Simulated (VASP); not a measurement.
A run of VASP 6.6.1:

The input POSCAR:

```
CuF2
1.0
    4.8565061400      0.0000000000      0.0000000000
    0.0000000000      4.8565061400      0.0000000000
    0.0000000000      0.0000000000      3.1924324500
Cu F
2 4
Direct
    0.0000000000      0.0000000000      0.0000000000
    0.5000000000      0.5000000000      0.5000000000
    0.3040000000      0.3040000000      0.0000000000
    0.6960000000      0.6960000000      0.0000000000
    0.8040000000      0.1960000000      0.5000000000
    0.1960000000      0.8040000000      0.5000000000
```

INCAR.step1

```
SYSTEM = CuF2
PREC     = Accurate       ! precision mode
ENCUT    = 520            ! plane-wave cutoff, eV
EDIFF    = 1E-6           ! SCF threshold, eV
ISMEAR   = -1             ! smearing method
SIGMA    = 0.0169         ! smearing width, eV
LREAL    = .FALSE.        ! projectors in reciprocal space
LASPH    = .TRUE.         ! aspherical terms in the spheres
NELM     = 150            ! most SCF steps
ALGO     = Normal         ! electronic algorithm
ISIF     = 2              ! what is computed and relaxed
LWAVE    = .FALSE.        ! write WAVECAR
LCHARG   = .TRUE.         ! write CHGCAR
ISPIN    = 2              ! spin polarisation
MAGMOM   = 1 -1 0 0 0 0   ! initial moments
LMAXMIX  = 4              ! l up to which the mixer works
LDAU     = .TRUE.         ! DFT+U
LDAUTYPE = 2            
LDAUL    = 2 -1           ! shell
LDAUU    = 2.26 0         ! U, eV
LDAUJ    = 0 0          
LDAUPRINT= 1            
GGA      = CA             ! functional
NBANDS   = 38             ! bands
```

KPOINTS.step1

```
regular mesh
0
G
  5 5 7
  0 0 0
```

Contents of INCAR.step2:

```
SYSTEM = CuF2
PREC     = Accurate       ! precision mode
ENCUT    = 520            ! plane-wave cutoff, eV
EDIFF    = 1E-6           ! SCF threshold, eV
ISMEAR   = -5             ! smearing method
SIGMA    = 0.0169         ! smearing width, eV
LREAL    = .FALSE.        ! projectors in reciprocal space
LASPH    = .TRUE.         ! aspherical terms in the spheres
NELM     = 150            ! most SCF steps
ALGO     = Normal         ! electronic algorithm
ISIF     = 2              ! what is computed and relaxed
LWAVE    = .FALSE.        ! write WAVECAR
LCHARG   = .FALSE.        ! write CHGCAR
ISPIN    = 2              ! spin polarisation
MAGMOM   = 1 -1 0 0 0 0   ! initial moments
LORBIT   = 11             ! projections on sites
LMAXMIX  = 4              ! l up to which the mixer works
LDAU     = .TRUE.         ! DFT+U
LDAUTYPE = 2            
LDAUL    = 2 -1           ! shell
LDAUU    = 2.26 0         ! U, eV
LDAUJ    = 0 0          
LDAUPRINT= 1            
GGA      = CA             ! functional
NBANDS   = 38             ! bands
NEDOS    = 1001           ! points of the DOS
ICHARG   = 11             ! starting density
```

Contents of KPOINTS.step2:

```
regular mesh
0
G
  8 8 11
  0 0 0
```

Potentials or basis: VASP PAW LDA potentials, release 64 (Cu, F).

Command:

```sh
$ cat potpaw_LDA.64/Cu/POTCAR potpaw_LDA.64/F/POTCAR > POTCAR
$ cp INCAR.step1 INCAR
$ cp KPOINTS.step1 KPOINTS
$ mpirun -np 1 vasp_std > vasp.out
$ cp INCAR.step2 INCAR
$ cp KPOINTS.step2 KPOINTS
$ mpirun -np 1 vasp_std > vasp.out
```

Hardware: 1 thread of Intel(R) Xeon(R) 6975P-C (Granite Rapids) (shared host).

Q: How long does it take, and how much memory?

A: It took 3.4 min on 1 thread of Intel(R) Xeon(R) 6975P-C (Granite Rapids), on a shared host, peak memory 0.39 GiB. Counts: scf iterations 9, k points 90.
